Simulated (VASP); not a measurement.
An input for Quantum ESPRESSO's pw.x (written as the equivalent of a VASP run, and not itself run):

```
&CONTROL
  calculation = 'vc-relax'
  pseudo_dir = './pseudo'
  outdir = './out'
  tprnfor = .true.
  tstress = .true.
  nstep = 60
  forc_conv_thr = 0.00039
/
&SYSTEM
  ibrav = 0
  nat = 2
  ntyp = 1
  ecutwfc = 84
  occupations = 'smearing'
  smearing = 'methfessel-paxton'
  degauss = 0.00735
  input_dft = 'vdw-df2'
/
&ELECTRONS
  conv_thr = 7.3e-08
  electron_maxstep = 100
/
&IONS
/
&CELL
/
ATOMIC_SPECIES
  As 74.922 As.upf
CELL_PARAMETERS angstrom
     3.6803640   -1.8800000    0.0000000
     3.6803640    1.8800000    0.0000000
     2.7200240    0.0000000    3.1114220
ATOMIC_POSITIONS crystal
  As   0.2270000  0.2270000  0.2270000
  As   0.7730000  0.7730000  0.7730000
K_POINTS automatic
  11 11 11 0 0 0
```

Question: Write the VASP files for the same calculation (vdW-DF2).

Answer: Several could match; the one computed here: 
File POSCAR:
```
As
1
    3.6803640000    -1.8800000000     0.0000000000
    3.6803640000     1.8800000000     0.0000000000
    2.7200240000     0.0000000000     3.1114220000
As
2
Direct
  0.2270000000   0.2270000000   0.2270000000
  0.7730000000   0.7730000000   0.7730000000
```

**KPOINTS**
```
Automatic mesh
0
Gamma
11 11 11
0 0 0
```

**INCAR**
```
# general
SYSTEM    =  As
PREC      =  Accurate
ENCUT     =  520   # plane-wave cut-off (eV)
LREAL     =  F   # projection in real space or not
LASPH     =  T

# electronic loop
EDIFF     =  1E-6
NELM      =  100   # most electronic steps
ALGO      =  Normal   # blocked Davidson
LMAXMIX   =  4

# smearing
ISMEAR    =  1   # Methfessel-Paxton
SIGMA     =  0.1   # width (eV)

# functional
GGA       =  ML
LUSE_VDW  =  T
AGGAC     =  0.0
ZAB_VDW   =  -1.8867

# ions
IBRION    =  2
NSW       =  60
ISIF      =  3
EDIFFG    =  -0.01

# output
LWAVE     =  F
LCHARG    =  F
```

POTCAR, in this order: As (PBE.64 set). Program: vasp_std.

Limits of the translation: the potentials are each code's own (VASP's PAW set, PseudoDojo norm-conserving files in pw.x), so ENCUT and ecutwfc are chosen apart and not converted; conv_thr bounds pw.x's estimated SCF error, while EDIFF bounds the energy change between steps; forc_conv_thr acts on force components and is met together with etot_conv_thr.

The compound is As in the a7 structure. This run relaxes it. Symmetry was kept, so distortions that lower it aren't found.
